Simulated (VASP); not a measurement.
These are LDA (Ceperley-Alder, Perdew-Zunger), VASP's LDA PAW potentials (set 64) (plane waves; VASP) values and carry that method's errors.

Input for VASP

### INCAR
```
ALGO  =  Normal
EDIFF  =  1E-6
ENCUT  =  300
ISIF  =  2
ISMEAR  =  -1
LASPH  =  .TRUE.
LCHARG  =  .FALSE.
LMAXMIX  =  6
LREAL  =  .FALSE.
LWAVE  =  .FALSE.
NELM  =  100
PREC  =  Accurate
SIGMA  =  0.02
SYSTEM  =  PtS2
```

File KPOINTS:
```
Automatic mesh
0
Gamma
6 6 4
0 0 0
```

File POSCAR:
```
PtS2
1
    1.7910630000    -3.1022120000     0.0000000000
    1.7910630000     3.1022120000     0.0000000000
    0.0000000000     0.0000000000     5.0999760000
Pt S
1 2
Direct
  0.0000000000   0.0000000000   0.0000000000
  0.3333330000   0.6666670000   0.2300000000
  0.6666670000   0.3333330000   0.7700000000
```

POTCAR, in this order: Pt S (LDA.64 set). Program: vasp_std.

The run wrote:

File OUTCAR:
```
 ion  position               nearest neighbor table
   1  0.000  0.000  0.000-   2 2.38   3 2.38   3 2.38   2 2.38   3 2.38   2 2.38
   2  0.333  0.667  0.230-   1 2.38   1 2.38   1 2.38
   3  0.667  0.333  0.770-   1 2.38   1 2.38   1 2.38
  LATTYP: Found a hexagonal cell.
 ALAT       =     3.5821258999
 C/A-ratio  =     1.4237288533
 Subroutine PRICEL returns:
 Original cell was already a primitive cell.
 Subroutine GETGRP returns: Found 12 space group operations
The static configuration has the point symmetry D_3d.
The dynamic configuration has the point symmetry D_3d.
 Subroutine INISYM returns: Found 12 space group operations
 Subroutine IBZKPT returns following result:
 Found     24 irreducible k-points:

 Following reciprocal coordinates:
            Coordinates               Weight
  0.000000  0.000000  0.000000      1.000000
  0.166667  0.000000  0.000000      6.000000
  0.333333  0.000000  0.000000      6.000000
  0.500000  0.000000  0.000000      3.000000
  0.166667  0.166667  0.000000      6.000000
  0.333333  0.166667  0.000000     12.000000
  0.333333  0.333333  0.000000      2.000000
  0.000000  0.000000  0.250000      2.000000
  0.166667  0.000000  0.250000      6.000000
  0.000000  0.166667  0.250000      6.000000
  0.333333  0.000000  0.250000      6.000000
  0.000000  0.333333  0.250000      6.000000
  0.500000  0.000000  0.250000      6.000000
  0.166667  0.166667  0.250000     12.000000
  0.333333  0.166667  0.250000     12.000000
 -0.166667  0.500000  0.250000     12.000000
  0.333333  0.333333  0.250000      4.000000
  0.000000  0.000000  0.500000      1.000000
  0.166667  0.000000  0.500000      6.000000
  0.333333  0.000000  0.500000      6.000000
  0.500000  0.000000  0.500000      3.000000
  0.166667  0.166667  0.500000      6.000000
...
```

**OSZICAR**
```
       N       E                     dE             d eps       ncg     rms          rms(c)
DAV:   1     0.721069343498E+02    0.72107E+02   -0.77858E+03   799   0.818E+02
DAV:   2    -0.166233131877E+02   -0.88730E+02   -0.86887E+02   909   0.194E+02
DAV:   3    -0.194943433698E+02   -0.28710E+01   -0.28616E+01   930   0.392E+01
DAV:   4    -0.195224520663E+02   -0.28109E-01   -0.28105E-01   930   0.412E+00
DAV:   5    -0.195230079598E+02   -0.55589E-03   -0.55588E-03   944   0.540E-01    0.187E+01
DAV:   6    -0.184165837408E+02    0.11064E+01   -0.78503E+00   734   0.283E+01    0.119E+01
DAV:   7    -0.181776309035E+02    0.23895E+00   -0.13920E+00   734   0.127E+01    0.569E+00
DAV:   8    -0.181436885943E+02    0.33942E-01   -0.90681E-02   804   0.222E+00    0.116E+00
DAV:   9    -0.181379818363E+02    0.57068E-02   -0.13564E-02   846   0.126E+00    0.257E-01
DAV:  10    -0.181380332926E+02   -0.51456E-04   -0.17769E-03   874   0.302E-01    0.885E-02
DAV:  11    -0.181380390938E+02   -0.58012E-05   -0.52569E-05   959   0.702E-02    0.388E-02
DAV:  12    -0.181380364914E+02    0.26024E-05   -0.84743E-06   881   0.307E-02    0.876E-03
DAV:  13    -0.181380364644E+02    0.26933E-07   -0.99375E-07   486   0.787E-03
   1 F= -.18138036E+02 E0= -.18138036E+02  d E =-.157470E-09
```

### OUTCAR
```
------------------------ aborting loop because EDIFF is reached ----------------------------------------
  FORCE on cell =-STRESS in cart. coord.  units (eV):
  Direction    XX          YY          ZZ          XY          YZ          ZX
  --------------------------------------------------------------------------------------
  Total       -1.3214508     -1.3214507     -0.6580011      0.0000000      0.0000000      0.0000000
  in kB      -37.3577855    -37.3577827    -18.6018767      0.0000000      0.0000000      0.0000000
  external PRESSURE =     -31.1058150 kB  Pullay stress =       0.0000000 kB
  volume of cell :       56.67
      direct lattice vectors                 reciprocal lattice vectors
     1.791063000 -3.102212000  0.000000000     0.279163826 -0.161175316  0.000000000
     1.791063000  3.102212000  0.000000000     0.279163826  0.161175316  0.000000000
     0.000000000  0.000000000  5.099976000     0.000000000  0.000000000  0.196079354
 POSITION                                       TOTAL-FORCE (eV/Angst)
 -----------------------------------------------------------------------------------
      0.00000      0.00000      0.00000         0.000000      0.000000      0.000000
      1.79106      1.03407      1.17299        -0.000000     -0.000000      0.121430
      1.79106     -1.03407      3.92698        -0.000000      0.000000     -0.121430
 -----------------------------------------------------------------------------------
    total drift:                                0.000000     -0.000000      0.000000
  FREE ENERGIE OF THE ION-ELECTRON SYSTEM (eV)
  ---------------------------------------------------
  free  energy   TOTEN  =       -18.1380364644 eV

  energy  without entropy=      -18.1380364643  energy(sigma->0) =      -18.13803646
```
(Selected blocks of OUTCAR.)

At this cut-off the stress carries a Pulay error, which pulls relaxed volumes low.

The structure is a typed PtS2 crystal (P-3m1). The cell was not relaxed at this level. The run is one of a series of settings (GGA removed, POTCAR Pt S (LDA.64 set) against the base run), some of them coarse on purpose.
